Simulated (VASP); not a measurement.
# Nb: accuracy against cost in the plane-wave cutoff and SCF solver, part 2 of 3

How sensitive are energy and pressure of Nb to the plane-wave cutoff and SCF solver? The series runs use LDA. The start is a cell from a database of measured crystal structures.

VASP 6.6.1; LDA; plane waves and PAW (Nb_sv).

Still holding for the runs below: This run has no spin polarisation. Its electron count is odd, so without a moment it is a metal by construction. The k-mesh is coarse for a metal.

So far. Step 7 (Plane-wave cutoff: ENCUT = 380): Against the run before the energy moves by -2.94 meV an atom and the pressure by +0.01 GPa, after 12 cycles in 3 s.

## (8) Plane-wave cutoff: ENCUT = 470

INCAR reads:

```
SYSTEM = Nb
PREC = Accurate
ENCUT = 470
EDIFF = 1E-06
NELM = 100
ISMEAR = -1
SIGMA = 0.05
LREAL = .FALSE.
ALGO = Normal
GGA = CA
NBANDS = 12
LORBIT = 11
LWAVE = .FALSE.
LCHARG = .FALSE.
KPAR = 2
ISIF = 2
```

POSCAR reads:

```
Nb
1.0
   -1.6506050000      1.6506050000      1.6506050000
    1.6506050000     -1.6506050000      1.6506050000
    1.6506050000      1.6506050000     -1.6506050000
Nb
1
Direct
    0.0000000000      0.0000000000      0.0000000000
```

KPOINTS reads:

```
Automatic mesh
0
Gamma
9 9 9
0 0 0
```

Potentials, in the order of the species: Nb_sv (PBE family, release 64).

On the command line:

```console
$ mpirun -np 2 vasp_std
```

Log:

```text
[... set-up lines as in an earlier step ...]
 entering main loop
       N       E                     dE             d eps       ncg     rms          rms(c)
DAV:   1     0.110177283252E+03    0.11018E+03   -0.68921E+03   840   0.998E+02
DAV:   2    -0.767557366344E+01   -0.11785E+03   -0.11345E+03   920   0.371E+02
DAV:   3    -0.116044321631E+02   -0.39289E+01   -0.37624E+01  1240   0.602E+01
DAV:   4    -0.118085800853E+02   -0.20415E+00   -0.20328E+00  1088   0.132E+01
[...]
DAV:  10    -0.112921629730E+02   -0.80987E-05   -0.14079E-05  1016   0.406E-02    0.122E-02
DAV:  11    -0.112921610851E+02    0.18879E-05   -0.45999E-06  1084   0.314E-02    0.282E-03
DAV:  12    -0.112921610420E+02    0.43146E-07   -0.17463E-07   596   0.557E-03
   1 F= -.11292161E+02 E0= -.11286303E+02  d E =-.117162E-01
```

The job ended after 3.6 s (2 MPI ranks of AMD EPYC 7R43, shared host; peak memory 0.17 GiB).

Parts of OUTCAR (step 8):

```text
  Total       -1.0075323     -1.0075323     -1.0075323     -0.0000000     -0.0000000     -0.0000000
  in kB      -89.7387677    -89.7387677    -89.7387677     -0.0000000     -0.0000000     -0.0000000
  external PRESSURE =     -89.7387677 kB  Pullay stress =       0.0000000 kB

 POSITION                                       TOTAL-FORCE (eV/Angst)
 -----------------------------------------------------------------------------------
      0.00000      0.00000      0.00000         0.000000      0.000000     -0.000000
 -----------------------------------------------------------------------------------
    total drift:                                0.000000     -0.000000      0.000000

  FREE ENERGIE OF THE ION-ELECTRON SYSTEM (eV)
  ---------------------------------------------------
  free  energy   TOTEN  =       -11.2921610420 eV

  energy  without entropy=      -11.2804448057  energy(sigma->0) =      -11.28630292

[... 1 part as in an earlier step ...]

[... 2 further parts left out ...]
[key lines of the parts left out:]
E-fermi :  10.9526
```

Against the run before the energy moves by -3.65 meV an atom and the pressure by +0.43 GPa, after 12 cycles in 3.6 s.

## (9) Plane-wave cutoff: ENCUT = 590

Changes to INCAR since step 8:

```diff
@@ -2,3 +2,3 @@
 PREC = Accurate
-ENCUT = 470
+ENCUT = 590
 EDIFF = 1E-06
```

POSCAR is that of step 8.

KPOINTS is that of step 8.

On the command line:

```console
$ mpirun -np 2 vasp_std
```

Log:

```text
[... set-up lines as in an earlier step ...]
 entering main loop
       N       E                     dE             d eps       ncg     rms          rms(c)
DAV:   1     0.121608063214E+03    0.12161E+03   -0.76461E+03   840   0.118E+03
DAV:   2    -0.662351098452E+01   -0.12823E+03   -0.12335E+03   880   0.402E+02
DAV:   3    -0.115012642911E+02   -0.48778E+01   -0.46422E+01  1260   0.699E+01
DAV:   4    -0.118072767439E+02   -0.30601E+00   -0.30412E+00  1184   0.157E+01
[...]
DAV:  10    -0.112931814309E+02   -0.96004E-05   -0.18767E-05  1020   0.468E-02    0.119E-02
DAV:  11    -0.112931796092E+02    0.18217E-05   -0.54358E-06  1112   0.357E-02    0.300E-03
DAV:  12    -0.112931795559E+02    0.53216E-07   -0.24394E-07   608   0.703E-03
   1 F= -.11293180E+02 E0= -.11287322E+02  d E =-.117147E-01
```

Elapsed: 5 s, on 2 MPI ranks; peak memory 0.2 GiB; 9 s of CPU time.

OUTCAR, selected parts (step 9):

```text
  Total       -0.9784622     -0.9784622     -0.9784622      0.0000000     -0.0000000     -0.0000000
  in kB      -87.1495559    -87.1495559    -87.1495559      0.0000000     -0.0000000     -0.0000000
  external PRESSURE =     -87.1495559 kB  Pullay stress =       0.0000000 kB

 POSITION                                       TOTAL-FORCE (eV/Angst)
 -----------------------------------------------------------------------------------
      0.00000      0.00000      0.00000        -0.000000      0.000000     -0.000000
 -----------------------------------------------------------------------------------
    total drift:                               -0.000000      0.000000      0.000000

  FREE ENERGIE OF THE ION-ELECTRON SYSTEM (eV)
  ---------------------------------------------------
  free  energy   TOTEN  =       -11.2931795559 eV

  energy  without entropy=      -11.2814648339  energy(sigma->0) =      -11.28732219

[... 1 part as in an earlier step ...]

[... 2 further parts left out ...]
[key lines of the parts left out:]
E-fermi :  10.9512
```

Against the run before the energy moves by -1.02 meV an atom and the pressure by +0.26 GPa, after 12 cycles in 5 s.

## (10) The plane-wave cutoff series as a table

This step: convergence of LDA results with the cutoff; plane waves and PAW (VASP 6.6.1).

This step runs nothing: it gathers the runs above.

Differences are taken from the run with ENCUT = 590. Results of the series, by row:

```
    setting     status  energy less the reference (meV/atom)  pressure (GPa)  SCF cycles  wall time (s)
ENCUT = 180  converged                                  1115          -175.7          12            2.8
ENCUT = 220  converged                                 63.26          -44.22          13              3
ENCUT = 260  converged                                 2.706          -15.06          12            3.6
ENCUT = 290  converged                                 12.51          -10.59          12              3
ENCUT = 340  converged                                 7.603           -9.41          10            3.8
ENCUT = 380  converged                                 4.667          -9.404          12              3
ENCUT = 470  converged                                 1.019          -8.974          12            3.6
ENCUT = 590  converged                                     0          -8.715          12              5
```

## (11) SCF solver: ALGO = Normal

This step: LDA; plane waves and PAW (Nb_sv) (VASP 6.6.1).

All solvers should reach one answer; they differ in cycles and robustness.

Changes to INCAR since step 9:

```diff
@@ -2,3 +2,3 @@
 PREC = Accurate
-ENCUT = 590
+ENCUT = 400
 EDIFF = 1E-06
```

POSCAR is that of step 9.

KPOINTS is that of step 9.

On the command line:

```console
$ mpirun -np 2 vasp_std
```

Log:

```text
[... set-up lines as in an earlier step ...]
 entering main loop
       N       E                     dE             d eps       ncg     rms          rms(c)
DAV:   1     0.931559597487E+02    0.93156E+02   -0.64006E+03   848   0.892E+02
DAV:   2    -0.819045959473E+01   -0.10135E+03   -0.97699E+02   944   0.331E+02
DAV:   3    -0.116556823077E+02   -0.34652E+01   -0.33458E+01  1188   0.537E+01
DAV:   4    -0.118143579564E+02   -0.15868E+00   -0.15805E+00  1128   0.106E+01
DAV:   5    -0.118208866977E+02   -0.65287E-02   -0.65278E-02  1228   0.175E+00    0.788E+00
DAV:   6    -0.113517550537E+02    0.46913E+00   -0.67189E-01  1340   0.960E+00    0.270E+00
DAV:   7    -0.112881471205E+02    0.63608E-01   -0.18857E-01  1376   0.493E+00    0.896E-01
DAV:   8    -0.112899379779E+02   -0.17909E-02   -0.10063E-02  1000   0.129E+00    0.712E-02
DAV:   9    -0.112899725362E+02   -0.34558E-04   -0.60610E-04  1384   0.236E-01    0.236E-02
DAV:  10    -0.112899776596E+02   -0.51234E-05   -0.11412E-05  1032   0.371E-02    0.928E-03
DAV:  11    -0.112899757607E+02    0.18989E-05   -0.25573E-06   984   0.203E-02    0.247E-03
DAV:  12    -0.112899757245E+02    0.36247E-07   -0.14960E-07   604   0.484E-03
   1 F= -.11289976E+02 E0= -.11284119E+02  d E =-.117133E-01
```

Elapsed: 3.6 s, on 2 MPI ranks; peak memory 0.18 GiB.

From OUTCAR (step 11):

```text
   ENCUT  =  400.0 eV  29.40 Ry    5.42 a.u.   4.66  4.66  4.66*2*pi/ulx,y,z

   NELECT =      13.0000    total number of electrons

 E-fermi :  10.9563

 k-point     1 :       0.0000    0.0000    0.0000
  band No.  band energies     occupation
      1     -43.0900      2.00000
      2     -18.5376      2.00000
      3     -18.5376      2.00000
      4     -18.5376      2.00000
      5       5.0477      2.00000
      6      11.2914      0.00245
      7      11.2914      0.00245
      8      11.2914      0.00245
      9      14.2020      0.00000
     10      14.2020      0.00000
    ...

  Total       -1.0478562     -1.0478562     -1.0478562      0.0000000      0.0000000     -0.0000000
  in kB      -93.3303340    -93.3303340    -93.3303340      0.0000000      0.0000000     -0.0000000
  external PRESSURE =     -93.3303340 kB  Pullay stress =       0.0000000 kB

 POSITION                                       TOTAL-FORCE (eV/Angst)
 -----------------------------------------------------------------------------------
      0.00000      0.00000      0.00000        -0.000000      0.000000     -0.000000
 -----------------------------------------------------------------------------------
    total drift:                                0.000000     -0.000000      0.000000

  FREE ENERGIE OF THE ION-ELECTRON SYSTEM (eV)
  ---------------------------------------------------
  free  energy   TOTEN  =       -11.2899757245 eV

  energy  without entropy=      -11.2782624270  energy(sigma->0) =      -11.28411908

[... 5 parts as in an earlier step ...]

[... 11 further parts left out ...]
```

This step gave:

- energy at zero smearing: -11.28 eV
- Fermi energy: 10.96 eV
- pressure: -9.333 GPa

The series starts at -11.2841 eV an atom and -9.33 GPa, after 12 cycles in 3.6 s.

## (12) SCF solver: ALGO = Fast

Changes to INCAR since step 11:

```diff
@@ -8,3 +8,3 @@
 LREAL = .FALSE.
-ALGO = Normal
+ALGO = Fast
 GGA = CA
```

POSCAR is that of step 11.

KPOINTS is that of step 11.

On the command line:

```console
$ mpirun -np 2 vasp_std
```

Log:

```text
[... set-up lines as in an earlier step ...]
 entering main loop
       N       E                     dE             d eps       ncg     rms          rms(c)
[... 5 cycles as in an earlier step ...]
RMM:   6    -0.113384803049E+02    0.48241E+00   -0.49479E-01   933   0.765E+00    0.259E+00
RMM:   7    -0.112794080532E+02    0.59072E-01   -0.54965E-01  1091   0.537E+00    0.103E+00
RMM:   8    -0.112868171088E+02   -0.74091E-02   -0.71996E-02  1087   0.307E+00    0.676E-01
RMM:   9    -0.112904487613E+02   -0.36317E-02   -0.41622E-02  1182   0.165E+00    0.326E-01
[...]
RMM:  18    -0.112899737585E+02   -0.19141E-05   -0.26537E-05  1253   0.565E-02    0.107E-02
RMM:  19    -0.112899748087E+02   -0.10503E-05   -0.10587E-05  1002   0.313E-02    0.541E-03
RMM:  20    -0.112899751638E+02   -0.35504E-06   -0.36827E-06   684   0.147E-02
   1 F= -.11289975E+02 E0= -.11284119E+02  d E =-.117133E-01
```

The job ended after 5.6 s (2 MPI ranks; peak memory 0.18 GiB; 10 s of CPU time).

OUTCAR, selected parts (step 12):

```text
  Total       -1.0461070     -1.0461070     -1.0461070      0.0000000      0.0000000      0.0000000
  in kB      -93.1745384    -93.1745384    -93.1745384      0.0000000      0.0000000      0.0000000
  external PRESSURE =     -93.1745384 kB  Pullay stress =       0.0000000 kB

 POSITION                                       TOTAL-FORCE (eV/Angst)
 -----------------------------------------------------------------------------------
      0.00000      0.00000      0.00000        -0.000000      0.000000     -0.000000
 -----------------------------------------------------------------------------------
    total drift:                               -0.000000     -0.000000     -0.000000

  FREE ENERGIE OF THE ION-ELECTRON SYSTEM (eV)
  ---------------------------------------------------
  free  energy   TOTEN  =       -11.2899751638 eV

  energy  without entropy=      -11.2782619075  energy(sigma->0) =      -11.28411854

[... 2 parts as in an earlier step ...]

[... 1 further part left out ...]
[key lines of the parts left out:]
E-fermi :  10.9562
```

Against the first of the series the energy stays within 0.01 meV an atom; the pressure moves by +0.02 GPa, after 20 cycles in 5.6 s.

## (13) SCF solver: ALGO = VeryFast

Changes to INCAR since step 12:

```diff
@@ -8,3 +8,3 @@
 LREAL = .FALSE.
-ALGO = Fast
+ALGO = VeryFast
 GGA = CA
```

POSCAR is that of step 12.

KPOINTS is that of step 12.

On the command line:

```console
$ mpirun -np 2 vasp_std
```

Log:

```text
[... set-up lines as in an earlier step ...]
 entering main loop
       N       E                     dE             d eps       ncg     rms          rms(c)
RMM:   1     0.111831516224E+03    0.11183E+03   -0.43893E+03   420   0.730E+02
RMM:   2     0.656641388481E+01   -0.10527E+03   -0.12320E+03   420   0.289E+02
RMM:   3    -0.215797069473E+01   -0.87244E+01   -0.18368E+02   420   0.200E+02
RMM:   4    -0.786335711084E+01   -0.57054E+01   -0.45192E+01   420   0.852E+01
[...]
RMM:  33    -0.112899705916E+02   -0.18250E-05   -0.12741E-05   771   0.157E-02    0.496E-04
RMM:  34    -0.112899719181E+02   -0.13265E-05   -0.93009E-06   736   0.132E-02    0.490E-04
RMM:  35    -0.112899728991E+02   -0.98100E-06   -0.69634E-06   689   0.109E-02
   1 F= -.11289973E+02 E0= -.11284116E+02  d E =-.117133E-01
```

Wall time 9.2 s (2 MPI ranks); peak memory 0.18 GiB.

OUTCAR, selected parts (step 13):

```text
  Total       -1.0464114     -1.0464114     -1.0464114     -0.0000000     -0.0000000     -0.0000000
  in kB      -93.2016496    -93.2016496    -93.2016496     -0.0000000     -0.0000000     -0.0000000
  external PRESSURE =     -93.2016496 kB  Pullay stress =       0.0000000 kB

 POSITION                                       TOTAL-FORCE (eV/Angst)
 -----------------------------------------------------------------------------------
      0.00000      0.00000      0.00000         0.000000      0.000000     -0.000000
 -----------------------------------------------------------------------------------
    total drift:                               -0.000000     -0.000000     -0.000000

  FREE ENERGIE OF THE ION-ELECTRON SYSTEM (eV)
  ---------------------------------------------------
  free  energy   TOTEN  =       -11.2899728991 eV

  energy  without entropy=      -11.2782596251  energy(sigma->0) =      -11.28411626

[... 2 parts as in an earlier step ...]

[... 1 further part left out ...]
[key lines of the parts left out:]
E-fermi :  10.9562
```

Against the first of the series the energy stays within 0.01 meV an atom; the pressure moves by +0.01 GPa, after 35 cycles in 9.2 s.

## (14) SCF solver: ALGO = All

Changes to INCAR since step 13:

```diff
@@ -8,3 +8,3 @@
 LREAL = .FALSE.
-ALGO = VeryFast
+ALGO = All
 GGA = CA
```

POSCAR is that of step 13.

KPOINTS is that of step 13.

On the command line:

```console
$ mpirun -np 2 vasp_std
```

Log:

```text
[... set-up lines as in an earlier step ...]
 entering main loop
       N       E                     dE             d eps       ncg     rms           ort
DAV:   1     0.931559597487E+02    0.93156E+02   -0.67924E+03   420   0.973E+02
DAV:   2    -0.819045959473E+01   -0.10135E+03   -0.97699E+02   420   0.331E+02
DAV:   3    -0.116556823077E+02   -0.34652E+01   -0.33458E+01   420   0.537E+01
DAV:   4    -0.118143579564E+02   -0.15868E+00   -0.15805E+00   420   0.106E+01
DAV:   5    -0.118208866977E+02   -0.65287E-02   -0.65278E-02   420   0.175E+00
SDA:   6    -0.108349696518E+02    0.98592E+00   -0.65278E-02   420   0.181E+01   0.000E+00
 gam= 0.000 g(H,U,f)=  0.150E+01 0.295E+00 0.163E-01 ort(H,U,f) = 0.000E+00 0.000E+00 0.000E+00
 gam= 0.000 trial= 0.400  step=  0.3856 mean=  0.4000
CGA:   7    -0.111842150553E+02   -0.34925E+00   -0.34914E+00   420   0.214E+00  -0.868E-02
 gam= 0.118 g(H,U,f)=  0.145E+00 0.620E-01 0.695E-02 ort(H,U,f) =-0.157E+00 0.136E+00 0.130E-01
 gam= 0.118 trial= 0.399  step=  0.8765 mean=  0.3986
[...]
gam= 0.145 trial= 0.499  step=  0.7161 mean=  0.4987
CGA:  12    -0.112899418868E+02   -0.99488E-04   -0.99489E-04   420   0.557E-04  -0.295E-07
 gam= 0.200 g(H,U,f)=  0.537E-04 0.182E-05 0.150E-06 ort(H,U,f) = 0.527E-06-0.341E-06-0.215E-06
 gam= 0.200 trial= 0.520  step=  0.8459 mean=  0.5204
CGA:  13    -0.112899654276E+02   -0.23541E-04   -0.23543E-04   420   0.178E-04  -0.127E-07
 gam= 0.321 g(H,U,f)=  0.164E-04 0.125E-05 0.152E-06 ort(H,U,f) =-0.135E-05 0.124E-05 0.952E-07
 gam= 0.321 trial= 0.553  step=  0.8267 mean=  0.5530
CGA:  14    -0.112899728023E+02   -0.73746E-05   -0.73739E-05   420   0.533E-05  -0.328E-08
 gam= 0.299 g(H,U,f)=  0.524E-05 0.738E-07 0.151E-07 ort(H,U,f) =-0.431E-06 0.372E-06 0.562E-07
 gam= 0.299 trial= 0.580  step=  0.8501 mean=  0.5803
CGA:  15    -0.112899750668E+02   -0.22646E-05   -0.22646E-05   420   0.101E-05   0.367E-08
 gam= 0.189 g(H,U,f)=  0.999E-06 0.734E-08 0.254E-09 ort(H,U,f) = 0.367E-07-0.321E-07-0.889E-09
 gam= 0.189 trial= 0.607  step=  0.7807 mean=  0.6073
CGA:  16    -0.112899754589E+02   -0.39205E-06   -0.39327E-06   420   0.257E-06  -0.329E-08
 gam= 0.255 g(H,U,f)=  0.248E-06 0.821E-08 0.604E-09 ort(H,U,f) = 0.796E-09-0.319E-08-0.897E-09
 gam= 0.255 trial= 0.625  step=  1.0174 mean=  0.6247
 final diagonalization occupied
   1 F= -.11289975E+02 E0= -.11284119E+02  d E =-.117133E-01
```

The job ended after 3.8 s (2 MPI ranks; peak memory 0.18 GiB).

OUTCAR, selected parts (step 14):

```text
  Total       -1.0458016     -1.0458016     -1.0458016      0.0000000     -0.0000000      0.0000000
  in kB      -93.1473326    -93.1473326    -93.1473326      0.0000000     -0.0000000      0.0000000
  external PRESSURE =     -93.1473326 kB  Pullay stress =       0.0000000 kB

  FREE ENERGIE OF THE ION-ELECTRON SYSTEM (eV)
  ---------------------------------------------------
  free  energy   TOTEN  =       -11.2899754589 eV

  energy  without entropy=      -11.2782621993  energy(sigma->0) =      -11.28411883

[... 3 parts as in an earlier step ...]

[... 1 further part left out ...]
[key lines of the parts left out:]
E-fermi :  10.9562
```

Against the first of the series the energy stays within 0.01 meV an atom; the pressure moves by +0.02 GPa, after 16 cycles in 3.8 s.

## (15) SCF solver: ALGO = Damped

Changes to INCAR since step 14:

```diff
@@ -8,3 +8,3 @@
 LREAL = .FALSE.
-ALGO = All
+ALGO = Damped
 GGA = CA
```

POSCAR is that of step 14.

KPOINTS is that of step 14.

On the command line:

```console
$ mpirun -np 2 vasp_std
```

Log:

```text
[... set-up lines as in an earlier step ...]
 entering main loop
       N       E                     dE             d eps       ncg     rms           ort
DAV:   1     0.137451043518E+03    0.13745E+03   -0.61939E+03   420   0.973E+02
DAV:   2     0.699186928507E+00   -0.13675E+03   -0.13190E+03   420   0.373E+02
DAV:   3    -0.108703148277E+02   -0.11570E+02   -0.10968E+02   420   0.104E+02
DAV:   4    -0.117368049944E+02   -0.86649E+00   -0.83070E+00   420   0.266E+01
[...]
DMP:  21    -0.112899731747E+02   -0.20541E-05   -0.14616E-05   420   0.213E-05   0.398E-05
DMP:  22    -0.112899743382E+02   -0.11634E-05   -0.72305E-06   420   0.983E-06   0.216E-05
DMP:  23    -0.112899749265E+02   -0.58837E-06   -0.38213E-06   420   0.522E-06   0.113E-05
 final diagonalization occupied
   1 F= -.11289975E+02 E0= -.11284118E+02  d E =-.117132E-01
```

Wall time 4.4 s (2 MPI ranks); peak memory 0.18 GiB.

Parts of OUTCAR (step 15):

```text
  Total       -1.0462659     -1.0462659     -1.0462659      0.0000000      0.0000000     -0.0000000
  in kB      -93.1886891    -93.1886891    -93.1886891      0.0000000      0.0000000     -0.0000000
  external PRESSURE =     -93.1886891 kB  Pullay stress =       0.0000000 kB

 POSITION                                       TOTAL-FORCE (eV/Angst)
 -----------------------------------------------------------------------------------
      0.00000      0.00000      0.00000        -0.000000      0.000000      0.000000
 -----------------------------------------------------------------------------------
    total drift:                                0.000000     -0.000000      0.000000

  FREE ENERGIE OF THE ION-ELECTRON SYSTEM (eV)
  ---------------------------------------------------
  free  energy   TOTEN  =       -11.2899749265 eV

  energy  without entropy=      -11.2782617114  energy(sigma->0) =      -11.28411832

[... 2 parts as in an earlier step ...]

[... 1 further part left out ...]
[key lines of the parts left out:]
E-fermi :  10.9563
```

Against the first of the series the energy stays within 0.01 meV an atom; the pressure moves by +0.01 GPa, after 23 cycles in 4.4 s.

(Part 2 of 3 ends here.)

[Lines on the potential files, build, host, timing and source positions are cut from VASP's logs without a mark.]

[Logs are printed without paths, hosts, clocks, repeated set-up lines and the standing remarks that a program may print on its own settings, such as how far it seeks lower states.]

[Hosts, paths, dates, database ids (printed as entryN), source tags and the programs' standing remarks are cut or masked in the printed files.]

[A measured line is paired with the nearest computed mode of its activity, which favours agreement.]
